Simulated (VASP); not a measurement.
Set up this calculation in VASP 6.6.1, as the native input.

```
Task                   : single point
Functional             : PBEsol
Potentials or basis    : VASP PAW PBE potentials, release 64 (Mn_pv, Al, N)
Cutoff                 : 450 eV
k mesh                 : 3 × 3 × 2
Occupations            : gaussian, width 0.03 eV
Spin                   : collinear spin, ferromagnetic start
Hubbard terms          : Mn d U = 3.5 eV
Dq                     : 0
Further INCAR settings : LREAL = Auto; ALGO = Normal; EDIFF = 1e-05; ISYM = 0
```

The structure of MnAl15N16 (a cell with a defect) lies in POSCAR:

```
MnAl15N16                               
1.0
    6.2200008610      0.0000000000      0.0000000000
   -3.1100004305      5.3866787572      0.0000000000
    0.0000000000      0.0000000000      9.9600000000
  Mn              Al              N             
     1    15    16
Direct
     0.3330762431562962    0.1665365158175536    0.9988610510920432
     0.3313572208112633    0.1643033741996893    0.4979386567749268
     0.3331274333893787    0.6661599404551435    0.0009877170846558
     0.3316748130877128    0.6647845289027577    0.4995214817860239
     0.8315431947616121    0.1640093261820185    0.0005982241232245
     0.8309059247137907    0.1634104646648475    0.4994136625136762
     0.8313421606455893    0.6661099333546526    0.0007768403697934
     0.8308141784445071    0.6647387553348538    0.4994912044735458
     0.1635352828978874    0.3306655057298309    0.2516586262132951
     0.1646263068114540    0.3326439671237771    0.7465384081109970
     0.1635264204691184    0.8296719247802734    0.2516608219615260
     0.1647542031111857    0.8312655398204433    0.7468109604889148
     0.6650820514258348    0.3307165466750891    0.2516195910703015
     0.6669689862561279    0.3325118109214182    0.7464228061601140
     0.6637637808375519    0.8301357431348699    0.2499192950558939
     0.6648429385470133    0.8314322859093800    0.7491307621051325
     0.3307098656001514    0.1635495204247751    0.2014523324809695
     0.3322060602692402    0.1655185472908470    0.6895588419262717
     0.3302164813099266    0.6635855554696480    0.1911908870747641
     0.3330042487251584    0.6660975771254610    0.6892711749872680
     0.8309718647000732    0.1638120418300778    0.1909751053571135
     0.8310908762606688    0.1631159514098721    0.6891340183552338
     0.8308088347504847    0.6635368260221173    0.1910860645374487
     0.8313251984564252    0.6660287528629359    0.6892454215898052
     0.1638915642547343    0.3318001642227215    0.4420090696827149
     0.1592784269341402    0.3389702684521529    0.9364170264108260
     0.1635040526796286    0.8294265240290803    0.4419640897360733
     0.1594629727893266    0.8203679788770430    0.9370575624315507
     0.6661390064956535    0.3316407491736231    0.4419833983070313
     0.6791865729306379    0.3390733961728343    0.9361244146743596
     0.6642219068083092    0.8306806496475074    0.4398534872108313
     0.6651599276691225    0.8318483339827065    0.9406849958536884
```

These files were run (other wordings do the same):

INCAR

```
SYSTEM = MnAl15N16
  ALGO = Normal
  EDIFF = 1E-5
  ENCUT = 450
  GGA = PS
  ISIF = 2
  ISMEAR = 0
  ISPIN = 2
  ISYM = 0
  LASPH = .True.
  LCHARG = .False.
  LDAU = .True.
  LDAUJ = 0 0 0
  LDAUL = 2 -1 -1
  LDAUPRINT = 1
  LDAUTYPE = 2
  LDAUU = 3.5 0 0
  LMAXMIX = 4
  LORBIT = 11
  LREAL = Auto
  LWAVE = .False.
  MAGMOM = 4 0 0 0 0 0 0 0 0 0 0 0 0 0 0 0 0 0 0 0 0 0 0 0 0 0 0 0 0 0 0 0
  NELM = 120
  PREC = Accurate
  SIGMA = 0.03
```

KPOINTS

```
k-points
0
Gamma
  3 3 2
  0 0 0
```

Potentials or basis: VASP PAW PBE potentials, release 64 (Mn_pv, Al, N).

Launch:

```console
$ cat potpaw_PBE.64/Mn_pv/POTCAR potpaw_PBE.64/Al/POTCAR potpaw_PBE.64/N/POTCAR > POTCAR
$ mpirun -np 1 vasp_std > vasp.out
```

It gave:

The largest force is 0.029 eV/Å and the band gap on the k mesh is none (metal or under the smearing width). The net moment is 4.00 μB per cell, the site moments are Mn +3.92; Al +0.00, +0.01; N +0.00, +0.01, -0.00, -0.08, -0.07 μB and the valence electrons inside the program's atomic spheres are Mn 11.66; Al 0.81, 0.82; N 3.82, 3.83, 3.84, 3.85, 3.81, 3.80.

Caveat: the k mesh is coarse (spacing up to 0.39 Å⁻¹), so the values aren't converged; the PAW data sets were made with another functional, which shifts forces and pressure a little; only a ferromagnetic start was run, and an antiferromagnetic order may lie lower in energy.

Wall time 12 min on 1 thread of Intel(R) Xeon(R) 6975P-C (Granite Rapids) (shared host), peak memory 0.69 GiB.
